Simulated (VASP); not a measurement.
# AlRu: structure and properties in VASP, part 3 of 4

What structure does AlRu take at this level, and what are its properties? Left out of this account: at least 1 further run (relaxation: not told here). The start is a cell from a database of measured crystal structures.

VASP 6.6.1; AM05; plane waves and PAW (Al, Ru_pv).

Still holding for the runs below: This run has no spin polarisation. Its electron count is odd, so without a moment it is a metal by construction.

So far. Step 4 (Density, ELF and potential (AM05)): In this run the pressure is -0.08 GPa, small enough to go on; single stress components reach 0.08 GPa. Step 5 (Band structure (AM05)): There is no gap at this level.

## 6. Total and projected DOS (AM05)

Here the states are counted by energy and projected on the atoms. The mesh is finer than in the run before.

Input file INCAR:

```
SYSTEM = AlRu
PREC = Accurate
ENCUT = 400
EDIFF = 1E-06
NELM = 100
ISMEAR = -5
SIGMA = 0.2
LREAL = .FALSE.
ALGO = Normal
GGA = AM
NBANDS = 20
LASPH = .TRUE.
LORBIT = 11
LWAVE = .FALSE.
LCHARG = .FALSE.
KPAR = 2
NEDOS = 2001
```

Input file POSCAR:

```
AlRu
1.0
    2.9735542491      0.0000000000      0.0000000000
    0.0000000000      2.9735542491      0.0000000000
    0.0000000000      0.0000000000      2.9735542491
Al Ru
1 1
Direct
    0.0000000000      0.0000000000      0.0000000000
    0.5000000000      0.5000000000      0.5000000000
```

Input file KPOINTS:

```
Automatic mesh
0
Gamma
11 11 11
0 0 0
```

The projector-augmented-wave data sets are Al and Ru_pv (PBE family, release 64).

On the command line:

```sh
$ mpirun -np 2 vasp_std
```

The program printed:

```text
[... set-up lines as in an earlier step ...]
 entering main loop
       N       E                     dE             d eps       ncg     rms          rms(c)
DAV:   1     0.103539928425E+03    0.10354E+03   -0.75992E+03  2392   0.641E+02
DAV:   2    -0.138040813424E+02   -0.11734E+03   -0.11127E+03  2508   0.225E+02
DAV:   3    -0.159482507573E+02   -0.21442E+01   -0.21294E+01  2868   0.315E+01
DAV:   4    -0.159610708202E+02   -0.12820E-01   -0.12824E-01  2520   0.261E+00
DAV:   5    -0.159612129667E+02   -0.14215E-03   -0.14225E-03  2612   0.266E-01    0.135E+01
DAV:   6    -0.152627891472E+02    0.69842E+00   -0.17518E+00  2428   0.140E+01    0.250E+00
DAV:   7    -0.151805138457E+02    0.82275E-01   -0.13297E-01  2404   0.391E+00    0.217E+00
DAV:   8    -0.151616022115E+02    0.18912E-01   -0.16448E-02  2416   0.869E-01    0.211E-01
DAV:   9    -0.151613284310E+02    0.27378E-03   -0.42900E-04  2672   0.161E-01    0.142E-01
DAV:  10    -0.151612995122E+02    0.28919E-04   -0.29144E-05  2448   0.460E-02    0.660E-03
DAV:  11    -0.151612989056E+02    0.60657E-06   -0.69614E-07  1940   0.704E-03
   1 F= -.15161299E+02 E0= -.15161299E+02  d E =0.000000E+00
 -----------------------------------------------------------------------------
|                                                                             |
|           W    W    AA    RRRRR   N    N  II  N    N   GGGG   !!!           |
|           W    W   A  A   R    R  NN   N  II  NN   N  G    G  !!!           |
|           W    W  A    A  R    R  N N  N  II  N N  N  G       !!!           |
|           W WW W  AAAAAA  RRRRR   N  N N  II  N  N N  G  GGG   !            |
|           WW  WW  A    A  R   R   N   NN  II  N   NN  G    G                |
|           W    W  A    A  R    R  N    N  II  N    N   GGGG   !!!           |
|                                                                             |
|     Tetrahedron method does not include variations of the Fermi             |
|     occupations, so forces and stress will be inaccurate. We suggest        |
|     using a different smearing scheme ISMEAR = 1 or 2 for metals in         |
|     relaxations.                                                            |
|                                                                             |
 -----------------------------------------------------------------------------
```

Elapsed: 23 s, on 2 MPI ranks of AMD EPYC 7R43, shared host; peak memory 0.18 GiB.

OUTCAR, selected parts (step 6):

```text
   k-points           NKPTS =     56   k-points in BZ     NKDIM =     56   number of bands    NBANDS=     20

   NELECT =      17.0000    total number of electrons

 E-fermi :  10.8261

 k-point     1 :       0.0000    0.0000    0.0000
  band No.  band energies     occupation
    ...
      2     -30.8449      2.00000
      3     -30.8449      2.00000
      4       1.0632      2.00000
      5       7.1572      2.00000
      6       7.1572      2.00000
      7      11.0589     -0.25628
      8      11.0589     -0.44901
      9      11.0589     -0.04251
     10      17.0224      0.00000
     11      17.0224      0.00000
    ...

  Total       -0.0774097     -0.0774097     -0.0774097      0.0000000      0.0000000      0.0000000
  in kB       -4.7171373     -4.7171373     -4.7171373      0.0000000      0.0000000      0.0000000
  external PRESSURE =      -4.7171373 kB  Pullay stress =       0.0000000 kB

  FREE ENERGIE OF THE ION-ELECTRON SYSTEM (eV)
  ---------------------------------------------------
  free  energy   TOTEN  =       -15.1612989056 eV

  energy  without entropy=      -15.1612989056  energy(sigma->0) =      -15.16129891

[... 7 parts as in an earlier step ...]

[... 10 further parts left out ...]
```

With tetrahedra the forces and stress of a metal are not exact derivatives of the energy.

This step gave:

```yaml
scf_cycles: 11
irreducible_k_points: 56
free_energy_toten: -15.16 eV
fermi_energy: 10.83 eV
pressure: -0.4717 GPa
dos_at_the_fermi_level_one_point_of_the_energy_grid: 1.819 states/eV/cell
```

The density of states has structure finer than the step of the table below, so its rows give means over 0.5 eV, whole bins alone (the curve runs from -12.0 to 7.93 eV). Peaks (eV: height): total -3.43: 2.76, -1.69: 2.87, -0.93: 3.83, 2.40: 2.23; Ru d -3.43: 1.63, -1.69: 1.92, -0.93: 2.93, 2.40: 1.59; Al p -3.81: 0.182, -1.69: 0.126, 2.40: 0.109, 7.63: 0.133; Ru p -5.93: 0.0885, -1.69: 0.0927, -0.55: 0.0743, 6.57: 0.0955; Ru s -6.23: 0.0712, -3.81: 0.128, 2.40: 0.119, 5.96: 0.176.

States under -12.0 eV and over 7.9 eV are left out. Table of density of states by energy, zero at the Fermi level; means over each step; values in states/eV/cell:

```
energy (eV)   total     Ru d     Al p     Ru p     Ru s     Al s
      -10.5       0        0        0        0        0        0
      -10.0  1.5e-4        0        0        0   3.3e-5   3.0e-5
       -9.5  0.0566        0   3.1e-4   4.8e-4   0.0128   0.0115
       -9.0   0.131   5.6e-4  0.00143  0.00223   0.0278   0.0259
       -8.5   0.183  0.00194  0.00303  0.00473   0.0361   0.0354
       -8.0   0.236  0.00537  0.00527  0.00818   0.0421   0.0443
       -7.5   0.299   0.0123  0.00799   0.0126   0.0472   0.0548
       -7.0   0.382   0.0280   0.0113   0.0185   0.0503   0.0684
       -6.5   0.550   0.0706   0.0162   0.0283   0.0536   0.0976
       -6.0    1.38    0.362   0.0282   0.0568   0.0545    0.245
       -5.5   0.614    0.232   0.0216   0.0166  0.00612   0.0867
       -5.0   0.375    0.122   0.0244   0.0139   0.0205   0.0305
       -4.5   0.610    0.226   0.0503   0.0185   0.0429   0.0183
       -4.0    1.62    0.701    0.132   0.0438   0.0928   0.0211
       -3.5    2.36     1.29    0.131   0.0567   0.0680   0.0174
       -3.0    1.73     1.10   0.0771   0.0438  0.00548  0.00162
       -2.5    1.18    0.716   0.0629   0.0465   2.0e-4  0.00126
       -2.0    1.66     1.09   0.0702   0.0593   0.0118  0.00290
       -1.5    2.01     1.43   0.0740   0.0457   0.0184  0.00378
       -1.0    3.07     2.35   0.0724   0.0482   0.0449  0.00398
       -0.5    2.59     1.98   0.0447   0.0677   0.0224  0.00387
        0.0    1.72     1.34   0.0262   0.0557   0.0142  0.00267
        0.5   0.580    0.376   0.0148   0.0396  0.00922  0.00177
        1.0   0.305    0.169  0.00922   0.0291  0.00708  0.00126
        1.5   0.200    0.106  0.00615   0.0206  0.00540  0.00106
        2.0   0.439    0.305   0.0179   0.0242  0.00783  0.00170
        2.5    1.38    0.925   0.0757   0.0522   0.0616   0.0155
        3.0   0.843    0.456   0.0628   0.0531   0.0291   0.0250
        3.5   0.669    0.277   0.0569   0.0550   0.0180   0.0437
        4.0   0.477    0.170   0.0481   0.0483  0.00961   0.0264
        4.5   0.372    0.101   0.0429   0.0384  0.00602   0.0332
        5.0   0.273   0.0589   0.0263   0.0239  0.00651   0.0449
        5.5   0.581    0.155   0.0323   0.0384   0.0603   0.0763
        6.0    1.37    0.393   0.0891   0.0867    0.136    0.148
        6.5    1.14    0.305   0.0997   0.0882   0.0721    0.108
        7.0    1.07    0.271    0.105   0.0766   0.0542   0.0896
        7.5    1.25    0.260    0.117   0.0709   0.0434   0.0673
```

The finer mesh and the other smearing move the Fermi level by -0.08 eV from the 8×8×8 run, one measure of the sampling error in the zero of the bands above. Of the states within 0.3 eV of the Fermi level, the largest shares in the PAW spheres are Ru d 77 %. The rest lies in smaller channels or between the spheres.

## 7. Volume scan with AM05

An equation of state needs energies on both sides of the minimum, all on one mesh and cutoff.

Input file INCAR:

```
SYSTEM = AlRu
PREC = Accurate
ENCUT = 400
EDIFF = 1E-06
NELM = 100
ISMEAR = 1
SIGMA = 0.2
LREAL = .FALSE.
ALGO = Normal
GGA = AM
NBANDS = 14
LASPH = .TRUE.
LORBIT = 11
LWAVE = .FALSE.
LCHARG = .FALSE.
KPAR = 2
ISIF = 2
```

Input file POSCAR:

```
AlRu
1.0
    2.9128524359      0.0000000000      0.0000000000
    0.0000000000      2.9128524359      0.0000000000
    0.0000000000      0.0000000000      2.9128524359
Al Ru
1 1
Direct
    0.0000000000      0.0000000000      0.0000000000
    0.5000000000      0.5000000000      0.5000000000
```

Input file KPOINTS:

```
Automatic mesh
0
Gamma
8 8 8
0 0 0
```

On the command line:

```sh
$ mpirun -np 2 vasp_std
```

The program printed:

```text
[... set-up lines as in an earlier step ...]
 entering main loop
       N       E                     dE             d eps       ncg     rms          rms(c)
DAV:   1     0.931188976291E+02    0.93119E+02   -0.82669E+03  1036   0.927E+02
DAV:   2    -0.143740575959E+02   -0.10749E+03   -0.10236E+03  1130   0.286E+02
DAV:   3    -0.158528039729E+02   -0.14787E+01   -0.14745E+01  1178   0.356E+01
DAV:   4    -0.158648365884E+02   -0.12033E-01   -0.12028E-01  1300   0.323E+00
DAV:   5    -0.158650203359E+02   -0.18375E-03   -0.18373E-03  1208   0.317E-01    0.155E+01
DAV:   6    -0.151430770388E+02    0.72194E+00   -0.29305E+00  1028   0.200E+01    0.279E+00
DAV:   7    -0.150668483524E+02    0.76229E-01   -0.22250E-01  1058   0.560E+00    0.264E+00
DAV:   8    -0.150484728142E+02    0.18376E-01   -0.21465E-02  1250   0.111E+00    0.235E-01
DAV:   9    -0.150483399976E+02    0.13282E-03   -0.64429E-04  1142   0.153E-01    0.154E-01
DAV:  10    -0.150483316182E+02    0.83794E-05   -0.35824E-05  1288   0.709E-02    0.242E-02
DAV:  11    -0.150483295220E+02    0.20963E-05   -0.53391E-06  1208   0.282E-02    0.756E-03
DAV:  12    -0.150483292043E+02    0.31764E-06   -0.10004E-07   862   0.326E-03
   1 F= -.15048329E+02 E0= -.15046385E+02  d E =-.583180E-02
```

The job ended after 14 s (2 MPI ranks; peak memory 0.19 GiB; 25 s of CPU time).

From OUTCAR (step 7):

```text
   ENCUT  =  400.0 eV  29.40 Ry    5.42 a.u.   4.75  4.75  4.75*2*pi/ulx,y,z

   NELECT =      17.0000    total number of electrons

 E-fermi :  11.8277

 k-point     1 :       0.0000    0.0000    0.0000
  band No.  band energies     occupation
    ...
      2     -29.9280      2.00000
      3     -29.9280      2.00000
      4       1.6011      2.00000
      5       7.7139      2.00000
      6       7.7139      2.00000
      7      12.0091     -0.02520
      8      12.0091     -0.02520
      9      12.0091     -0.02521
     10      18.2424      0.00000
     11      18.2424      0.00000
    ...

  Total        2.3995011      2.3995011      2.3995011     -0.0000000      0.0000000     -0.0000000
  in kB      155.5521735    155.5521735    155.5521735     -0.0000000      0.0000000     -0.0000000
  external PRESSURE =     155.5521735 kB  Pullay stress =       0.0000000 kB

 POSITION                                       TOTAL-FORCE (eV/Angst)
 -----------------------------------------------------------------------------------
      0.00000      0.00000      0.00000         0.000000      0.000000      0.000000
      1.45643      1.45643      1.45643         0.000000      0.000000      0.000000
 -----------------------------------------------------------------------------------
    total drift:                               -0.000000      0.000000      0.000000

  FREE ENERGIE OF THE ION-ELECTRON SYSTEM (eV)
  ---------------------------------------------------
  free  energy   TOTEN  =       -15.0483292043 eV

  energy  without entropy=      -15.0424974043  energy(sigma->0) =      -15.04638527

[... 4 parts as in an earlier step ...]

[... 12 further parts left out ...]
```

The scan keeps the cell's shape and the fractional positions fixed.

Numbers from this step:

| Item | Value |
| --- | --- |
| SCF cycles | 12 |
| bands | 14 |
| irreducible k-points | 35 |
| free energy (TOTEN) | -15.05 eV |
| energy at zero smearing | -15.05 eV |
| Fermi energy | 11.83 eV |
| pressure | 15.56 GPa |

The pressure here is 15.56 GPa.

## 8. Volume scan with AM05 (run 2)

INCAR is that of step 7.

Input file POSCAR:

```
AlRu
1.0
    2.9333661571      0.0000000000      0.0000000000
    0.0000000000      2.9333661571      0.0000000000
    0.0000000000      0.0000000000      2.9333661571
Al Ru
1 1
Direct
    0.0000000000      0.0000000000      0.0000000000
    0.5000000000      0.5000000000      0.5000000000
```

KPOINTS is that of step 7.

On the command line:

```sh
$ mpirun -np 2 vasp_std
```

The program printed:

```text
[... set-up lines as in an earlier step ...]
 entering main loop
       N       E                     dE             d eps       ncg     rms          rms(c)
DAV:   1     0.867967777273E+02    0.86797E+02   -0.83882E+03  1068   0.915E+02
DAV:   2    -0.145079901347E+02   -0.10130E+03   -0.96579E+02  1094   0.278E+02
DAV:   3    -0.158934404245E+02   -0.13855E+01   -0.13817E+01  1184   0.340E+01
DAV:   4    -0.159046167115E+02   -0.11176E-01   -0.11175E-01  1272   0.311E+00
DAV:   5    -0.159047960729E+02   -0.17936E-03   -0.17935E-03  1232   0.313E-01    0.148E+01
DAV:   6    -0.151916476596E+02    0.71315E+00   -0.30062E+00  1016   0.200E+01    0.268E+00
DAV:   7    -0.151102807115E+02    0.81367E-01   -0.24011E-01  1070   0.576E+00    0.250E+00
DAV:   8    -0.150917271047E+02    0.18554E-01   -0.22483E-02  1202   0.115E+00    0.225E-01
DAV:   9    -0.150915809770E+02    0.14613E-03   -0.68951E-04  1152   0.157E-01    0.146E-01
DAV:  10    -0.150915706442E+02    0.10333E-04   -0.37876E-05  1260   0.730E-02    0.196E-02
DAV:  11    -0.150915687623E+02    0.18819E-05   -0.48616E-06  1214   0.266E-02    0.732E-03
DAV:  12    -0.150915684172E+02    0.34503E-06   -0.10048E-07   814   0.321E-03
   1 F= -.15091568E+02 E0= -.15089556E+02  d E =-.603805E-02
```

Wall time 14 s (2 MPI ranks); peak memory 0.19 GiB; 26 s of CPU time.

From OUTCAR (step 8):

```text
   ENCUT  =  400.0 eV  29.40 Ry    5.42 a.u.   4.78  4.78  4.78*2*pi/ulx,y,z

   NELECT =      17.0000    total number of electrons

 E-fermi :  11.5088

 k-point     1 :       0.0000    0.0000    0.0000
  band No.  band energies     occupation
    ...
      2     -30.2381      2.00000
      3     -30.2381      2.00000
      4       1.4127      2.00000
      5       7.5245      2.00000
      6       7.5245      2.00000
      7      11.6858     -0.01739
      8      11.6858     -0.01739
      9      11.6858     -0.01739
     10      17.8195      0.00000
     11      17.8195      0.00000
    ...

  Total        1.5398062      1.5398062      1.5398062      0.0000000     -0.0000000     -0.0000000
  in kB       97.7412327     97.7412327     97.7412327      0.0000000     -0.0000000     -0.0000000
  external PRESSURE =      97.7412327 kB  Pullay stress =       0.0000000 kB

 POSITION                                       TOTAL-FORCE (eV/Angst)
 -----------------------------------------------------------------------------------
      0.00000      0.00000      0.00000         0.000000      0.000000      0.000000
      1.46668      1.46668      1.46668         0.000000      0.000000      0.000000
 -----------------------------------------------------------------------------------
    total drift:                               -0.000000      0.000000      0.000000

  FREE ENERGIE OF THE ION-ELECTRON SYSTEM (eV)
  ---------------------------------------------------
  free  energy   TOTEN  =       -15.0915684172 eV

  energy  without entropy=      -15.0855303712  energy(sigma->0) =      -15.08955574

[... 4 parts as in an earlier step ...]

[... 12 further parts left out ...]
```

This step gave:

```
free energy (TOTEN)     : -15.09 eV
energy at zero smearing : -15.09 eV
Fermi energy            : 11.51 eV
pressure                : 9.774 GPa
```

The pressure falls from 15.56 to 9.77 GPa.

The run ends at a pressure of 9.77 GPa.

## 9. Volume scan with AM05 (run 3)

INCAR is that of step 8.

Input file POSCAR:

```
AlRu
1.0
    2.9535969078      0.0000000000      0.0000000000
    0.0000000000      2.9535969078      0.0000000000
    0.0000000000      0.0000000000      2.9535969078
Al Ru
1 1
Direct
    0.0000000000      0.0000000000      0.0000000000
    0.5000000000      0.5000000000      0.5000000000
```

KPOINTS is that of step 8.

On the command line:

```sh
$ mpirun -np 2 vasp_std
```

The program printed:

```text
[... set-up lines as in an earlier step ...]
 entering main loop
       N       E                     dE             d eps       ncg     rms          rms(c)
DAV:   1     0.920592253369E+02    0.92059E+02   -0.82802E+03  1068   0.909E+02
DAV:   2    -0.144672968513E+02   -0.10653E+03   -0.10230E+03  1088   0.283E+02
DAV:   3    -0.159129810072E+02   -0.14457E+01   -0.14418E+01  1184   0.352E+01
DAV:   4    -0.159257193795E+02   -0.12738E-01   -0.12737E-01  1244   0.333E+00
[...]
DAV:  10    -0.151168756365E+02    0.11633E-04   -0.43009E-05  1248   0.766E-02    0.176E-02
DAV:  11    -0.151168737138E+02    0.19227E-05   -0.51523E-06  1208   0.272E-02    0.679E-03
DAV:  12    -0.151168733572E+02    0.35663E-06   -0.10899E-07   736   0.326E-03
   1 F= -.15116873E+02 E0= -.15114795E+02  d E =-.623404E-02
```

Elapsed: 14 s, on 2 MPI ranks; peak memory 0.18 GiB; 25 s of CPU time.

From OUTCAR (step 9):

```text
  Total        0.7376936      0.7376936      0.7376936      0.0000000     -0.0000000      0.0000000
  in kB       45.8704424     45.8704424     45.8704424      0.0000000     -0.0000000      0.0000000
  external PRESSURE =      45.8704424 kB  Pullay stress =       0.0000000 kB

 POSITION                                       TOTAL-FORCE (eV/Angst)
 -----------------------------------------------------------------------------------
      0.00000      0.00000      0.00000         0.000000      0.000000      0.000000
      1.47680      1.47680      1.47680         0.000000      0.000000      0.000000
 -----------------------------------------------------------------------------------
    total drift:                               -0.000000      0.000000      0.000000

  FREE ENERGIE OF THE ION-ELECTRON SYSTEM (eV)
  ---------------------------------------------------
  free  energy   TOTEN  =       -15.1168733572 eV

  energy  without entropy=      -15.1106393165  energy(sigma->0) =      -15.11479534

[... 1 part as in an earlier step ...]

[... 2 further parts left out ...]
[key lines of the parts left out:]
E-fermi :  11.2028
```

The pressure falls from 9.77 to 4.59 GPa.

The run ends at a pressure of 4.59 GPa.

## 10. Volume scan with AM05 (run 4)

INCAR is that of step 9.

Input file POSCAR:

```
AlRu
1.0
    2.9735542491      0.0000000000      0.0000000000
    0.0000000000      2.9735542491      0.0000000000
    0.0000000000      0.0000000000      2.9735542491
Al Ru
1 1
Direct
    0.0000000000      0.0000000000      0.0000000000
    0.5000000000      0.5000000000      0.5000000000
```

KPOINTS is that of step 9.

On the command line:

```sh
$ mpirun -np 2 vasp_std
```

The program printed:

```text
[... set-up lines as in an earlier step ...]
 entering main loop
       N       E                     dE             d eps       ncg     rms          rms(c)
[... 12 cycles as in an earlier step ...]
   1 F= -.15125701E+02 E0= -.15123562E+02  d E =-.641594E-02
```

It took 14 s on 2 MPI ranks; peak memory 0.18 GiB.

Parts of OUTCAR (step 10):

```text
[... 6 parts as in an earlier step ...]

[... 1 further part left out ...]
[key lines of the parts left out:]
E-fermi :  10.9089
```

The pressure falls from 4.59 to -0.08 GPa, so it vanishes between these two volumes.

[end of part 3 of 4]

[Lines on the potential files, build, host, timing and source positions are cut from VASP's logs without a mark.]

[Logs are printed without paths, hosts, clocks, repeated set-up lines and the standing remarks that a program may print on its own settings, such as how far it seeks lower states.]

[Hosts, paths, dates, database ids (printed as entryN), source tags and the programs' standing remarks are cut or masked in the printed files.]

[A measured line is paired with the nearest computed mode of its activity, which favours agreement.]

[In band tables of VASP the shares of atoms and orbitals are scaled to a sum of 1 inside the atoms' spheres.]
